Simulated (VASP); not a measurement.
```
LaB6
1.0
    3.95400     0.00000     0.00000
    0.00000     3.95400     0.00000
    0.00000     0.00000     3.95400
La B
1 6
Direct
  0.00000   0.00000   0.00000
  0.80186   0.50000   0.50000
  0.50000   0.19814   0.50000
  0.50000   0.80186   0.50000
  0.19814   0.50000   0.50000
  0.50000   0.50000   0.80186
  0.50000   0.50000   0.19814
```

Computed with PBEsol GGA, VASP's PBE PAW potentials (set 64) (plane waves; VASP 6.6.1). Run with 620 eV cut-off, 8×8×8 Γ-centred mesh, first-order Methfessel-Paxton smearing of 0.10 eV, potentials La B.

Question: Predict the energy per atom (σ→0), pressure, band gap (on the k-mesh) with the smallest direct gap where there is one.

Answer: 
- band gap (on the k-mesh) = none (metal, semimetal or under 0.01 eV)
- energy per atom (σ→0) = -7.258 eV/atom
- pressure = 30.10 GPa

Only differences to runs with the same potentials and settings are physical.

The compound is LaB6 in the cab6 structure. It was relaxed first under an external pressure of 30 GPa. The electron count is odd and the run is not spin-polarised, which forces a metal.
